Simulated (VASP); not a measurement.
Level of theory: PBEsol GGA, VASP's PBE PAW potentials (set 64) (plane waves; VASP).

VASP ran on this input.

INCAR:
```
# general
SYSTEM  = PbO
PREC    = Accurate
ENCUT   = 620   # plane-wave cut-off (eV)
LREAL   = .FALSE.
LASPH   = .TRUE.

# electronic loop
EDIFF   = 1E-6   # SCF stop (eV)
NELM    = 100   # most electronic steps
ALGO    = Normal   # blocked Davidson
LMAXMIX = 4   # l cut-off of mixed one-centre charges

# smearing
ISMEAR  = 0
SIGMA   = 0.05   # width (eV)

# functional
GGA     = PS

# ions
IBRION  = 2   # conjugate gradients
NSW     = 40
ISIF    = 3   # ions, shape and volume
EDIFFG  = -0.02   # ionic stop
PSTRESS = 50   # kbar

# output
LWAVE   = .FALSE.
LCHARG  = .FALSE.
```

KPOINTS:
```
kpoints
0
Gamma
 6 6 4
```

File POSCAR:
```
PbO
1
    4.1375020380    -0.0000000001     0.0000000000
   -2.0687510192     3.5831806759    -0.0000000000
    0.0000000000    -0.0000000000     5.2636228093
Pb O
2 2
Direct
  0.3333330000   0.6666670000   0.9626416059
  0.6666670000   0.3333330000   0.4626416059
  0.3333330000   0.6666670000   0.4123583941
  0.6666670000   0.3333330000   0.9123583941
```

POTCAR, in this order: Pb_d O (PBE.64 set). Program: vasp_std.

Task: What will the output report for the number of irreducible k-points (NKPTS), largest plane-wave count, number of space-group operations, FFT grid (NGX, NGY, NGZ)?

Result: 
```
Item                                           Value
--------------------------------------  ------------
number of irreducible k-points (NKPTS)            21
largest plane-wave count                        2787
number of space-group operations                  12
FFT grid (NGX, NGY, NGZ)                36 × 36 × 48
```

The structure was generated: PbO was put into the wurtzite type (P6_3mc), which need not be its known phase. It was relaxed first under an external pressure of 5 GPa.
